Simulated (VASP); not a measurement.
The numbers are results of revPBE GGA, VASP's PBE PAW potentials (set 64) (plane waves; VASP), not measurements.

Input for VASP

**INCAR**
```
SYSTEM = Ti
PREC = Accurate; ENCUT = 520; LREAL = .False.
LASPH = .True.
EDIFF = 1E-7; NELM = 100; ALGO = Normal
LMAXMIX = 4
ISMEAR = 1; SIGMA = 0.1
GGA = RE
IBRION = 2; NSW = 30; ISIF = 4
EDIFFG = -0.01
LWAVE = .False.; LCHARG = .False.
```

### POSCAR
```
Ti
1
    1.4632723515    -2.5344621167     0.0000000000
    1.4632723515     2.5344621167     0.0000000000
    0.0000000000     0.0000000000     4.6344533700
Ti
2
Direct
  0.3333330000   0.6666670000   0.2500000000
  0.6666670000   0.3333330000   0.7500000000
```

**KPOINTS**
```
Automatic mesh
0
Gamma
14 14 8
0 0 0
```

POTCAR, in this order: Ti_sv (PBE.64 set). Program: vasp_std.

Problem. Predict the energy per atom (σ→0), pressure, band gap (on the k-mesh).

Solution. 
```yaml
energy per atom (σ→0): -7.515 eV/atom
band gap (on the k-mesh): none (metal, semimetal or under 0.01 eV)
pressure: 33.7 kbar
```

File OSZICAR:
```
...
DAV:   9    -0.150287747966E+02    0.91696E-02   -0.52530E-02  4608   0.266E+00    0.625E-02
DAV:  10    -0.150290331586E+02   -0.25836E-03   -0.25977E-03  6064   0.431E-01    0.822E-02
DAV:  11    -0.150290627208E+02   -0.29562E-04   -0.16059E-04  4912   0.120E-01    0.280E-02
DAV:  12    -0.150290534747E+02    0.92461E-05   -0.33964E-05  5000   0.513E-02    0.354E-03
DAV:  13    -0.150290550949E+02   -0.16203E-05   -0.63292E-07  4680   0.798E-03    0.722E-04
DAV:  14    -0.150290559804E+02   -0.88550E-06   -0.16452E-07  3208   0.363E-03    0.429E-04
DAV:  15    -0.150290559873E+02   -0.68831E-08   -0.28344E-08  2464   0.169E-03
   1 F= -.15029056E+02 E0= -.15029804E+02  d E =-.150291E+02
```

The compound is Ti in the hcp structure. This cell is one point of a volume scan, at 0.97 of the reference volume.
